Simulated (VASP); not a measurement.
```xyz
5
Lattice="4.0497 0.0000 0.0000 0.0000 4.0497 0.0000 0.0000 0.0000 4.0497" Properties=species:S:1:pos:R:3 pbc="T T T"
K      0.0000     0.0000     0.0000
Mg     2.0248     2.0248     2.0248
F      2.0248     0.0000     2.0248
F      0.0000     2.0248     2.0248
F      2.0248     2.0248     0.0000
```

Calculation: vdW-DF2, VASP's PBE PAW potentials (set 64) (plane waves; VASP). Run with 520 eV cut-off, Gaussian smearing of 0.050 eV, potentials K_sv Mg F.

Question: Give the energies of bands 8 to 19 at the high-symmetry points, in eV from the valence-band maximum.

Answer: 
```
band      Γ      X      M      R
----  -----  -----  -----  -----
8     -2.29  -2.15  -2.94  -3.69
9     -2.29  -2.15  -2.00  -1.58
10    -2.29  -2.07  -1.78  -1.58
11    -0.58  -1.35  -1.07  -1.58
12    -0.58  -0.80  -0.95  -1.06
13    -0.58  -0.80  -0.95  -1.06
14    -0.32  -0.80  -0.85   0.00
15    -0.32  -0.50  -0.85   0.00
16    -0.32  -0.50  -0.02   0.00
17     6.96   9.77  10.64  10.30
18     9.96  10.00  11.41  10.30
19     9.96  10.95  12.22  10.30
```

The gap is indirect, 6.96 eV, from the valence maximum at R to the conduction minimum at Γ.

Measured: gap 12.40 eV (computed value off by -5.44 eV), as given by M. Sahnoun et al., Materials Chemistry and Physics (2004), doi:10.1016/j.matchemphys.2004.11.019.

The compound is KMgF3 in the cubic perovskite structure. It was relaxed first.
